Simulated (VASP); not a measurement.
VMoS3:

```
V Mo S
1.0
     4.27118    0.00000    0.00000
     0.00000    4.27118    0.00000
     0.00000    0.00000    5.55593
V Mo S
1 1 3
Direct
  0.50000 0.50000 0.04871
  0.00000 0.00000 0.47617
  0.00000 0.00000 0.85630
  0.50000 0.00000 0.33041
  0.00000 0.50000 0.33041
```

The cell was built by a generator and needn't be a form met in nature.

```yaml
Program: VASP 6.6.1
Task: relaxation of cell and atoms
Functional: PBE
Potentials_or_basis: VASP PAW PBE potentials, release 64 (V_sv, Mo_sv, S)
Cutoff: 520 eV
k_mesh: 3 × 3 × 3
Occupations: gaussian, width 0.15 eV
Spin: collinear spin, ferromagnetic start
Starting_moments: "[2.0, 1.0, 0.0, 0.0, 0.0] μB"
```

At the start: pressure 7.3 GPa; volume 20.27 Å³/atom.

Problem. Where does the relaxation end?

Solution. Over 16 steps the energy falls by 195.7 meV/atom and the volume is 23.20 Å³/atom (+14.4 %); space group P4mm (No. 99, to 0.05 Å); moment 4.48 μB per cell.

Step by step:
| step | energy change (eV) | largest force (eV/Å) | pressure (GPa) | volume (Å³) |
| --- | --- | --- | --- | --- |
| 1 | 0.0000 | 2.3283 | 7.30 | 101.36 |
| 2 | -0.3107 | 1.8587 | -5.17 | 115.52 |
| 3 | -0.4153 | 1.9848 | -2.08 | 110.19 |
| 4 | -0.7528 | 1.3673 | -2.17 | 110.86 |
| 5 | -0.8654 | 0.7911 | -1.65 | 111.42 |
| 6 | -0.9068 | 0.4489 | 1.63 | 107.50 |
| 7 | -0.9114 | 0.4145 | 0.98 | 108.39 |
| 8 | -0.9364 | 0.4657 | 0.66 | 109.57 |
| 9 | -0.9564 | 0.6635 | 0.20 | 111.94 |
| 10 | -0.9698 | 0.1080 | 0.11 | 112.98 |
| 11 | -0.9700 | 0.1162 | 0.28 | 113.16 |
| 12 | -0.9731 | 0.1055 | -0.23 | 113.81 |
| 13 | -0.9751 | 0.0915 | -0.49 | 114.52 |
| 14 | -0.9755 | 0.1254 | -0.84 | 115.93 |
| 15 | -0.9773 | 0.0855 | -0.63 | 115.96 |
| 16 | -0.9784 | 0.0640 | -0.44 | 115.99 |

Final structure:
```cif
data_structure
_symmetry_space_group_name_H-M 'P 1'
_symmetry_Int_Tables_number 1
_cell_length_a 4.5295
_cell_length_b 4.5295
_cell_length_c 5.6534
_cell_angle_alpha 90.000
_cell_angle_beta 90.000
_cell_angle_gamma 90.000
_cell_volume 115.99
loop_
_atom_site_label
_atom_site_type_symbol
_atom_site_fract_x
_atom_site_fract_y
_atom_site_fract_z
_atom_site_occupancy
V1 V 0.50000 0.50000 0.13373 1
Mo1 Mo 0.00000 0.00000 0.45369 1
S1 S 0.00000 0.00000 0.83821 1
S2 S 0.50000 0.00000 0.30819 1
S3 S 0.00000 0.50000 0.30819 1
```

Caveat: the k mesh is coarse (spacing up to 0.49 Å⁻¹), so the values aren't converged.
